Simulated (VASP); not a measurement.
Here is a VASP 6.6.1 calculation.

File INCAR:

```
PREC = Accurate
ENCUT = 520
EDIFF = 1E-7
ISMEAR = -1
SIGMA = 0.1551
LREAL = Auto
LASPH = True
NELM = 100
ALGO = Normal
ISIF = 2
LWAVE = False
LCHARG = False
GGA = PE
IVDW = 12
ISYM = 0
NBANDS = 92
```

KPOINTS

```
Automatic mesh
0
Gamma
  1 1 1
  0.25 0.25 0.25
```

The input POSCAR:

```
Si3Ge4S14
1.0
    8.0188790000      0.2111490000     -0.3179740000
    0.2111490000      8.0318190000     -0.0335780000
   -0.3179740000     -0.0335780000      8.3953550000
Si S Ge
3 14 4
Direct
    0.8201516396      0.4559639904      0.6962427743
    0.0332726041      0.8637484668      0.8945090195
    0.1705042209      0.4157799811      0.1976993194
    0.5546448066      0.9535049321      0.3109097133
    0.7547304495      0.5647489879      0.9369298620
    0.0929651172      0.2774993948      0.9784502698
    0.6776758433      0.9247728330      0.0719098026
    0.3062503274      0.6527708436      0.1962211700
    0.5785127629      0.4233063753      0.6174453372
    0.5174030599      0.0321235572      0.8496555971
    0.7070745545      0.3255735640      0.1670445661
    0.2898313895      0.2114832716      0.3302450023
    0.8214782303      0.0611254981      0.7524046560
    0.3152816677      0.0197280855      0.6604568601
    0.2435378363      0.7051542932      0.7732867009
    0.8872524606      0.8330414775      0.6454773003
   -0.0590614716      0.4375302216      0.4986233908
    0.6405937879      0.2125130809      0.4249907161
    0.3467640567      0.7784178202      0.5055072320
    0.9146847019      0.1375757239      0.1241608569
    0.4616190109      0.4161214324      0.9561147050
```

Potentials or basis: VASP PAW PBE potentials, release 64 (Si, S, Ge_d).

The run is started by

```sh
$ cat potpaw_PBE.64/Si/POTCAR potpaw_PBE.64/S/POTCAR potpaw_PBE.64/Ge_d/POTCAR > POTCAR
$ mpirun -np 1 vasp_std > vasp.out
```

Predict the dispersion energy per atom.

-0.253 eV.

What does it give for the band gap on the k mesh?

0.33 eV, direct.

Predict the pressure.

-1.7 GPa.

Estimate the largest force.

2.446 eV/Å.

Forces in eV/Å, atoms in the order of the input:
```
Si  -0.192  1.117  1.903
Si   0.342 -1.121 -1.360
Si   1.635  0.455  0.375
S    0.866 -0.740 -1.274
S    0.704 -0.536 -1.443
S    0.291  1.095 -0.655
S   -0.959 -0.215  1.432
S   -1.289 -1.992 -0.594
S   -2.402 -0.123 -0.057
S   -0.445  0.181 -0.317
S   -0.955  1.074  0.930
S   -0.014  0.698 -0.128
S    0.191 -0.171 -0.761
S    0.235  1.091  0.423
S    0.415 -0.441  0.185
S   -0.178  0.836  0.892
S    1.196 -0.016 -0.182
Ge  -0.142  0.300 -0.610
Ge  -0.049 -0.504  0.728
Ge   0.166 -1.400  0.937
Ge   0.584  0.412 -0.425
```
